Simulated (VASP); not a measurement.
The system is InP.

```
In P
1.0
     0.00000    2.93050    2.93050
     2.93050    0.00000    2.93050
     2.93050    2.93050    0.00000
In P
1 1
Cartesian
  0.0000 0.0000 0.0000
  1.4652 1.4652 1.4652
```

```yaml
Program: VASP 6.6.1
Task: relaxation of cell and atoms
Functional: PBE
Potentials_or_basis: VASP PAW PBE potentials, release 64 (In_d, P)
Cutoff: 520 eV
k_mesh: 10 × 10 × 10
Occupations: gaussian, width 0.02 eV
Spin: no spin polarisation
```

At the start: pressure 3.3 GPa; volume 25.17 Å³/atom.

How do energy, volume and symmetry change on relaxing?

Over 3 steps the energy falls by 12.4 meV/atom and the volume is 26.43 Å³/atom (+5.0 %); space group F-43m (No. 216, to 0.05 Å).

The path:
```csv
step,energy change (eV),largest force (eV/Å),pressure (GPa),volume (Å³)
1,0.0000,0.0000,3.29,50.33
2,-0.0190,0.0000,-1.38,54.19
3,-0.0248,0.0000,0.01,52.87
```

Final structure:
```xyz
2
Lattice="0.0000 2.9789 2.9789 2.9789 0.0000 2.9789 2.9789 2.9789 0.0000" Properties=species:S:1:pos:R:3 pbc="T T T"
In    0.0000    0.0000    0.0000
P     1.4894    1.4894    1.4894
```
